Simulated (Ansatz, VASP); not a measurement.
## Two plane-wave programs on Nb2SiN

```
Nb Si N
1.0
     2.97300    0.00000    0.00000
    -1.48650    2.57469    0.00000
     0.00000    0.00000    9.13335
Nb Si N
2 1 1
Direct
  0.00000 0.00000 0.79635
  0.00000 0.00000 0.20365
  0.00000 0.00000 0.50000
  0.00000 0.00000 0.00000
```

Alike in both runs: functional PBE; k mesh 18 × 18 × 6; occupations gaussian, width 0.1 eV; no spin polarisation.

Ansatz relaxed the structure, and its values are those at the end. VASP's run is a single point on that final structure, the one shown.

```csv
,VASP,Ansatz
version,VASP 6.6.1,Ansatz 0.2.0
potentials or method,"VASP PAW PBE potentials, release 64 (Nb_sv, Si, N)","scalar-relativistic, plane waves, PAW"
plane-wave cutoff (eV),520,420
valence electrons in the cell,35,35
```

Ansatz gave:

- gap on the k mesh at the Fermi level (eV): none
- pressure (GPa): 0.0
- rms of the force components (eV/Å): 0.000

Q: Estimate VASP's values.

A: gap on the k mesh at the Fermi level (eV): none; pressure (GPa): -0.2; rms of the force components (eV/Å): 0.007.

A gap of «none» marks a metal or a gap that the smearing closes. With one functional, cell and mesh, what is left measures potentials, basis and numerics.
